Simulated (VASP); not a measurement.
A convergence study with VASP on Mo (bcc): a few settings are varied, all else stays as given below, so the limit is that of these other settings. The cell's lengths are 1 % over those of the tabulated start, so it is off equilibrium.

```
CELL_PARAMETERS angstrom
     -1.59075     1.59075     1.59075
      1.59075    -1.59075     1.59075
      1.59075     1.59075    -1.59075
ATOMIC_POSITIONS crystal
  Mo 0.00000 0.00000 0.00000
```

All values below come from LDA (Ceperley-Alder, Perdew-Zunger), VASP's LDA PAW potentials (set 64) (plane waves; VASP). The last row used: 900 eV cut-off, 14×14×14 Γ-centred mesh, first-order Methfessel-Paxton smearing of 0.10 eV, potentials Mo_pv.

Energies of different potentials or hybrids have different zeros.

| setting | E (eV/atom) | pressure (GPa) | plane waves |
|---|---|---|---|
| ENCUT = 300, POTCAR Mo_sv | -12.0705 | -16.02 | 202 |
| ENCUT = 400, POTCAR Mo_sv | -12.0650 | -16.09 | 321 |
| ENCUT = 520, POTCAR Mo_sv | -12.0655 | -15.42 | 446 |
| ENCUT = 700, POTCAR Mo_sv | -12.0654 | -15.38 | 694 |
| ENCUT = 900, POTCAR Mo_sv | -12.0653 | -15.36 | 1002 |
| ENCUT = 300, POTCAR Mo | -12.1290 | -18.92 | 202 |
| ENCUT = 400, POTCAR Mo | -12.1310 | -18.28 | 321 |
| ENCUT = 520, POTCAR Mo | -12.1313 | -18.28 | 446 |
| ENCUT = 700, POTCAR Mo | -12.1317 | -18.21 | 694 |
| ENCUT = 900, POTCAR Mo | -12.1314 | -18.21 | 1002 |
| ENCUT = 300, POTCAR Mo_pv | -12.0951 | -16.65 | 202 |
| ENCUT = 400, POTCAR Mo_pv | -12.0928 | -16.21 | 321 |
| ENCUT = 520, POTCAR Mo_pv | -12.0927 | -16.16 | 446 |
| ENCUT = 700, POTCAR Mo_pv | -12.0929 | -16.12 | 694 |
| ENCUT = 900, POTCAR Mo_pv | -12.0927 | -16.12 | 1002 |

Left out are rungs that failed or repeat a setting and relaxations that didn't move; long series are thinned to 24 rows.

The compound is Mo in the bcc structure. The cell was not relaxed at this level.
